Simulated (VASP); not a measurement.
Input:

```
CELL_PARAMETERS angstrom
     -1.60736     1.60736     3.90103
      1.60736    -1.60736     3.90103
      1.60736     1.60736    -3.90103
ATOMIC_POSITIONS crystal
  Si 0.33499 0.33499 0.00000
  Si 0.66501 0.66501 0.00000
  W  0.00000 0.00000 0.00000
```

Calculation: PBE GGA, VASP's PBE PAW potentials (set 64) (plane waves; VASP). Numerical set-up: 300 eV cut-off, 12×12×12 Γ-centred mesh, Fermi-Dirac smearing of 0.050 eV, potentials Si W_sv.

Question: Give the energies of bands 6 to 14 at the high-symmetry points, in eV from the Fermi level.

Answer: 
```
band      Γ      X      P      N       M      S      R
----  -----  -----  -----  -----  ------  -----  -----
6     -6.88  -7.01  -6.68  -9.90  -11.07  -9.39  -8.14
7     -3.69  -6.02  -6.60  -5.76   -3.87  -7.81  -5.91
8     -3.34  -5.49  -6.60  -4.87   -2.58  -3.07  -5.15
9     -2.87  -5.03  -3.02  -2.84   -0.87  -2.75  -4.07
10    -2.87  -3.24  -2.44  -2.76   -0.87  -2.44  -3.10
11     0.58  -1.79  -2.44  -0.45   -0.50  -0.33  -2.35
12     2.75   2.86   0.12   2.69   -0.50   1.81   2.02
13     2.94   2.96   2.96   2.78    0.76   2.49   2.13
14     3.03   3.13   3.60   3.97    4.59   3.54   3.06
```

It has no gap at this level: it comes out as a metal or semimetal.

The structure comes from a computed database's Si2W entry (I4/mmm); how it stands against other phases isn't given here. The cell was not relaxed at this level.
